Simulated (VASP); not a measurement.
A convergence study with VASP on Yb (space group Fm-3m): one setting is varied, all else stays as given below, so the limit is that of these other settings.

```
Yb
1.0
    0.00000     2.75370     2.75370
    2.75370     0.00000     2.75370
    2.75370     2.75370     0.00000
Yb
1
Direct
  0.00000   0.00000   0.00000
```

The numbers are results of PBE GGA, VASP's PBE PAW potentials (set 64) (plane waves; VASP 6.6.1), not measurements. The tightest run used: 720 eV cut-off, 10×10×10 Γ-centred mesh, Fermi-Dirac smearing of 0.10 eV, potentials Yb_2.

The 4f electrons are frozen in the core of the lanthanide potential, so 4f levels, which can set the real gap, and their magnetism are missing.

```tsv
setting	E (eV/atom)	pressure (GPa)	plane waves
ENCUT = 105	-1.3602	-3.69	113
ENCUT = 120	-1.4158	-1.43	137
ENCUT = 135	-1.4415	-0.81	169
```

Task: These are the cheaper rows. Estimate the results at ENCUT = 720, and how far the last row shown lies from them.

Result: 
```tsv
quantity	tightest run	last row shown is off by
E (eV/atom)	-1.4629	0.0214
pressure (GPa)	-0.51	-0.30
```

Left out are rungs that failed or repeat a setting and relaxations that didn't move; long series are thinned to 24 rows.

The structure is a typed Yb crystal (space group no. 225). The cell was not relaxed at this level.
